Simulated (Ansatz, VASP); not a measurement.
# TiO2 (Rutile) in two plane-wave programs, part 2 of 2

One calculation is typed for both programs; each brings its own data sets and cutoff. How far apart do they land?

VASP 6.6.1 and Ansatz 0.2.0.

So far: The starting structure; VASP: band structure, PBE; Ansatz: band structure, PBE.

### 4. Differences

Known differences besides the potentials themselves: the cutoff is 420 eV in Ansatz and 440 eV in VASP. Total energies have different zeros and are not compared.

Compared:

| quantity | Ansatz | VASP | difference |
| --- | --- | --- | --- |
| gap over the path points (eV) | 1.855 | 1.844 | +0.011 |

Levels at points of the path, from each program's valence-band top (eV; 4 filled, then empty):

| k (reciprocal lattice) | Ansatz | VASP |
| --- | --- | --- |
| 0.000 0.000 0.000 | -0.71 -0.46 -0.46 0.00 1.85 2.14 2.38 | -0.72 -0.47 -0.47 0.00 1.84 2.13 2.38 |
| 0.000 0.136 0.000 | -0.84 -0.80 -0.62 -0.07 1.96 2.28 2.52 | -0.84 -0.81 -0.63 -0.07 1.95 2.27 2.52 |
| 0.000 0.318 0.000 | -1.91 -1.25 -0.89 -0.37 2.27 2.54 2.83 | -1.91 -1.25 -0.90 -0.37 2.26 2.53 2.82 |
| 0.000 0.500 0.000 | -1.66 -1.66 -0.75 -0.75 2.52 2.52 3.02 | -1.67 -1.67 -0.75 -0.75 2.51 2.51 3.02 |
| 0.091 0.500 0.000 | -1.63 -1.63 -0.81 -0.81 2.48 2.48 2.98 | -1.64 -1.64 -0.81 -0.81 2.47 2.47 2.98 |
| 0.273 0.500 0.000 | -1.47 -1.47 -1.14 -1.14 2.21 2.21 2.73 | -1.48 -1.48 -1.15 -1.15 2.20 2.20 2.72 |
| 0.455 0.500 0.000 | -1.33 -1.33 -1.10 -1.10 1.91 1.91 2.52 | -1.33 -1.33 -1.11 -1.11 1.90 1.90 2.52 |
| 0.455 0.455 0.000 | -1.35 -1.31 -1.18 -1.05 1.89 1.96 2.51 | -1.36 -1.32 -1.19 -1.06 1.88 1.94 2.50 |
| 0.273 0.273 0.000 | -1.80 -1.23 -1.19 -0.49 1.92 2.50 2.54 | -1.81 -1.23 -1.19 -0.50 1.91 2.50 2.53 |
| 0.091 0.091 0.000 | -0.82 -0.79 -0.57 -0.05 1.91 2.29 2.49 | -0.82 -0.80 -0.58 -0.05 1.90 2.28 2.48 |

Among the levels compared at these points, filled levels agree within 12 meV and empty ones within 12 meV. Not compared: the pressure (VASP's GW data sets at this cutoff don't carry it).

### 5. Other set-ups

Further runs change the set-up of one program: Ansatz's method, potentials or start, or VASP's data sets, cutoff or form of LDA. The table gives Ansatz less VASP for each quantity, since a change that brings one quantity closer may part another.

| run | r.m.s. force difference (meV/Å) | gap over the path points (eV) |
| --- | --- | --- |
| as above | 0.91 | 0.011 |
| Ansatz's all-electron LAPW method | 1.0 | 0.0039 |
| Ansatz's larger PAW set (cutoff 910 eV) | 0.85 | 0.0038 |
| norm-conserving potentials (cutoff 1240 eV) | 2.5 | 0.010 |

### 6. Ansatz: single point, PBE

With cell and atoms fixed, the geometry can't cause a difference; cores, projectors, grids and the points listed under the comparison can. The cell compared in this pair holds 66.11 Å³, against 62.37 Å³ for the pair before.

Contents of input.yaml:

```yaml
crystal:
  lattice:
    - [4.6822660031, 0.0, 0.0]
    - [0.0, 4.6822660031, 0.0]
    - [0.0, 0.0, 3.015402961]
  atoms:
    - { symbol: Ti, position: [0.5, 0.5, 0.5] }
    - { symbol: Ti, position: [0.0, 0.0, 0.0] }
    - { symbol: O, position: [0.8040255103, 0.1959744897, 0.5] }
    - { symbol: O, position: [0.6959744897, 0.6959744897, 0.0] }
    - { symbol: O, position: [0.1959744897, 0.8040255103, 0.5] }
    - { symbol: O, position: [0.3040255103, 0.3040255103, 0.0] }
hamiltonian:
  xc: pbe
  pseudopotentials: { kind: paw }
kpoints:
  mp_grid: { grid: [4, 4, 4] }
scf:
  occupations: { method: gaussian, width: 0.01 }
  n_extra_bands: 5
output:
  forces: true
  stress: true
  eigenvalues: true
```

Started as:

```
$ ansatz run input.yaml --threads 4 --pin off --max-ram 9216MiB --backend cpu --events-out ev --progress --plain --runs-dir out
```

Numbers of over 12 decimals in the logs are rounded to 6 here.

The log of the run:

```text
[...]
Crystal: 6 atoms, lattice volume = 66.109 Å³
Basis set: ecut = 420 eV, 1267 PW (Γ), exchange–correlation on 64×64×48 points (8 copies of the dense FFT grid, shifted against one another)
Bands: 29, of which v1, the nominal top of the filled ones, is band 24 counted from 1 (23 counted from 0)
Symmetry: 16 space group operations
[...]
k-points: 18 of 64
[...]
k-point 0: bands = [... 20 lower, 7.6167, 7.8843, 7.8843, 8.3373, 10.0496, 10.2989, 10.5347, 10.6267, ... 1 higher]
  k-point 1: bands = [... 20 lower, 6.5990, 6.9016, 6.9016, 7.9033, 10.3909, 10.6500, 10.9155, 11.2125, ... 1 higher]
  k-point 2: bands = [... 20 lower, 6.1484, 6.1484, 6.9512, 6.9512, 11.0761, 11.0761, 11.2331, 11.2331, ... 1 higher]
  k-point 17: bands = [... 20 lower, 7.1310, 7.1310, 7.6665, 7.6665, 10.7471, 10.7471, 11.2712, 11.2712, ... 1 higher]
[key lines of the parts left out:]
SCF converged after 6 iterations
Free energy (F): -7277.227726 eV
Fermi energy:    9.193433 eV
P = ⅓ Tr σ = -7.7525 GPa (-77.525 kbar)
```

It took 1 s on 4 threads of Arm Neoverse V2, shared host; peak memory 0.35 GiB; 2.2 s of CPU time.

The run ends at a pressure of -7.75 GPa, with forces up to 0.27 eV/Å.

### 7. VASP: single point, PBE

The same cell, functional, mesh and smearing now go to VASP, with its own data sets and cutoff.

Contents of INCAR:

```
SYSTEM = TiO2
PREC = Accurate
ENCUT = 440
EDIFF = 1E-08
NELM = 100
ISMEAR = 0
SIGMA = 0.01
LREAL = .FALSE.
ALGO = Normal
GGA = PE
NBANDS = 30
LASPH = .TRUE.
LORBIT = 11
LWAVE = .TRUE.
LCHARG = .FALSE.
KPAR = 8
```

Contents of POSCAR:

```
TiO2
1.0
    4.6822660031      0.0000000000      0.0000000000
    0.0000000000      4.6822660031      0.0000000000
    0.0000000000      0.0000000000      3.0154029610
Ti O
2 4
Direct
    0.5000000000      0.5000000000      0.5000000000
    0.0000000000      0.0000000000      0.0000000000
    0.8040255103      0.1959744897      0.5000000000
    0.6959744897      0.6959744897      0.0000000000
    0.1959744897      0.8040255103      0.5000000000
    0.3040255103      0.3040255103      0.0000000000
```

Contents of KPOINTS:

```
Automatic mesh
0
Gamma
4 4 4
0 0 0
```

Potentials, in the order of the species: Ti_sv_GW and O_GW (PBE family, release 64).

Started as:

```
$ mpirun -np 8 vasp_std
```

The log of the run:

```text
[banner, memory and clock lines left out]
running    8 mpi-ranks, on    1 nodes
[...]
[... a notice as in an earlier step ...]

 LDA part: xc-table for (Slater+PW92), standard interpolation
 POSCAR, INCAR and KPOINTS ok, starting setup
[...]
entering main loop
       N       E                     dE             d eps       ncg     rms          rms(c)
DAV:   1     0.832638794426E+03    0.83264E+03   -0.22050E+04  1240   0.160E+03
DAV:   2     0.408025336997E+02   -0.79184E+03   -0.76609E+03  1788   0.966E+02
DAV:   3    -0.772877515476E+02   -0.11809E+03   -0.11230E+03  1866   0.365E+02
DAV:   4    -0.820380860745E+02   -0.47503E+01   -0.47318E+01  1848   0.806E+01
[...]
DAV:  16    -0.581746774958E+02   -0.15802E-06   -0.13600E-06  2032   0.127E-02    0.601E-04
DAV:  17    -0.581746774467E+02    0.49118E-07   -0.21059E-07  1746   0.582E-03    0.973E-04
DAV:  18    -0.581746774487E+02   -0.20664E-08   -0.41517E-08  1264   0.405E-03
   1 F= -.58174677E+02 E0= -.58174677E+02  d E =-.102338E-33
 writing wavefunctions
```

From OUTCAR (step 7):

```text
  Total       -4.3238998     -4.3238998     -5.7308160      0.0000000      0.0000000      0.0000000
  in kB     -104.7921331   -104.7921331   -138.8895348      0.0000000      0.0000000      0.0000000
  external PRESSURE =    -116.1579337 kB  Pullay stress =       0.0000000 kB

 POSITION                                       TOTAL-FORCE (eV/Angst)
 -----------------------------------------------------------------------------------
      2.34113      2.34113      1.50770         0.000000      0.000000      0.000000
      0.00000      0.00000      0.00000         0.000000      0.000000      0.000000
      3.76466      0.91760      1.50770         0.187883     -0.187883      0.000000
      3.25874      3.25874      0.00000        -0.187883     -0.187883      0.000000
      0.91760      3.76466      1.50770        -0.187883      0.187883      0.000000
      1.42353      1.42353      0.00000         0.187883      0.187883     -0.000000
 -----------------------------------------------------------------------------------
    total drift:                               -0.000000     -0.000000     -0.000000

  FREE ENERGIE OF THE ION-ELECTRON SYSTEM (eV)
  ---------------------------------------------------
  free  energy   TOTEN  =       -58.1746774487 eV

  energy  without entropy=      -58.1746774487  energy(sigma->0) =      -58.17467745

[... 1 part as in an earlier step ...]

[... 2 further parts left out ...]
[key lines of the parts left out:]
E-fermi :   4.3526
```

The gap is read on the k-mesh alone, so it is an upper bound where the band edges lie off the mesh.

### 8. Differences

Compared:

| quantity | Ansatz | VASP | difference |
| --- | --- | --- | --- |
| gap on the k mesh (eV) | 1.712 | 1.705 | +0.008 |

Forces (eV/Å; atoms numbered as in POSCAR):

| atom | Ansatz x, y, z | VASP x, y, z |
| --- | --- | --- |
| Ti1 | 0.000, 0.000, 0.000 | 0.000, 0.000, 0.000 |
| Ti2 | 0.000, 0.000, 0.000 | 0.000, 0.000, 0.000 |
| O3 | 0.191, -0.191, 0.000 | 0.188, -0.188, 0.000 |
| O4 | -0.191, -0.191, 0.000 | -0.188, -0.188, 0.000 |
| O5 | -0.191, 0.191, 0.000 | -0.188, 0.188, 0.000 |
| O6 | 0.191, 0.191, 0.000 | 0.188, 0.188, 0.000 |

The forces differ by 1.8 meV/Å r.m.s., which is 1.4 % of the r.m.s. force of 0.13 eV/Å (both taken over all components). Not compared: the pressure (VASP's GW data sets at this cutoff don't carry it). A gap on the mesh is an upper bound, since the band edges may lie between its points.

### 9. What the set-up changes

Further runs change the set-up of one program: Ansatz's method, potentials or start, or VASP's data sets, cutoff or form of LDA. The table gives Ansatz less VASP for each quantity, since a change that brings one quantity closer may part another.

| run | r.m.s. force difference (meV/Å) | gap on the k mesh (eV) |
| --- | --- | --- |
| as above | 1.8 | 0.0075 |
| Ansatz's all-electron LAPW method | 1.8 | 0.0021 |
| Ansatz's larger PAW set (cutoff 910 eV) | 1.6 | 0.0019 |
| norm-conserving potentials (cutoff 1240 eV) | 3.3 | 0.0075 |

### 10. Outcome

```
difference in gap over the path points (band structure, PBE) : 0.011 eV
r.m.s. force difference (single point, PBE)                  : 1.8 meV/Å
```

What this shows: The r.m.s. force difference is 1.8 meV/Å (single point, PBE), within the 12 meV/Å picked in this series as the mark of a large difference. Band structure, PBE, Ansatz's all-electron LAPW method: the difference in gap over the path points goes from 0.011 to 0.0039 eV. Band structure, PBE, Ansatz's larger PAW set (cutoff 910 eV): the difference in gap over the path points goes from 0.011 to 0.0038 eV. Band structure, PBE, norm-conserving potentials (cutoff 1240 eV): r.m.s. force difference goes from 0.91 to 2.5 meV/Å. Single point, PBE, Ansatz's all-electron LAPW method: the difference in gap on the k mesh goes from 0.0075 to 0.0021 eV. Single point, PBE, Ansatz's larger PAW set (cutoff 910 eV): the difference in gap on the k mesh goes from 0.0075 to 0.0019 eV. 1 further run of this series is not shown here. Such differences can come from data sets, numerical settings and the points named under the comparisons, not from the functional's error against experiment.

[Lines on the potential files, build, host, timing and source positions are cut from VASP's logs without a mark.]

[Logs are printed without paths, hosts, clocks, repeated set-up lines and the standing remarks that a program may print on its own settings, such as how far it seeks lower states.]

[Hosts, paths, dates, database ids (printed as entryN), source tags and the programs' standing remarks are cut or masked in the printed files.]
